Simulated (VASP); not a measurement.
Runs of VASP 6.6.1 on NaTaO2. It takes space group R-3m (No. 166, trigonal). Conventional cell: a = 3.114 Å, b = 3.114 Å, c = 16.960 Å, α = 90.00°, β = 90.00°, γ = 120.00°. Na (site symmetry -3m) is surrounded by 6 O at 2.47 Å. Around Ta (site symmetry -3m) lie 6 O at 2.12 Å. O (site symmetry 3m) has 3 Ta at 2.12 Å as nearest neighbours. The cell comes from a database or a generator and needn't be the stable form of this composition.

```tsv
spin	fixed moment (μB)	gap on the mesh (eV)	pressure (GPa)	moment (μB)	largest force (eV/Å)
collinear, ferromagnetic start	3	-	(b)	3.00	(c)
collinear, zero start	-	none	7.7	0.19	2.61
collinear, ferromagnetic start	-	none	7.7	(a)	2.60
collinear, random start	-	none	7.6	0.00	2.57
```

Alike in all rows: task single point; level r2SCAN+U; potentials or basis VASP PAW PBE potentials, release 64 (Na_pv, Ta_pv, O); Ta d U = 5 eV; cell as given; k mesh 7 × 7 × 7; cutoff (eV) 520; smearing gaussian 0.05 eV.

Problem. Estimate the missing entries.

Solution. (a) 0.27; (b) 26.5; (c) 2.75.

Caveats: the PAW data sets were made with another functional, which shifts forces and pressure a little; the moment is held away from its start (some runs); the total moment is fixed, so each spin has its own Fermi level (some runs).

A k mesh can miss the band edges, and the runs leave out spin-orbit coupling on Ta.

A gap of «none» marks a metal or a gap under the smearing width.
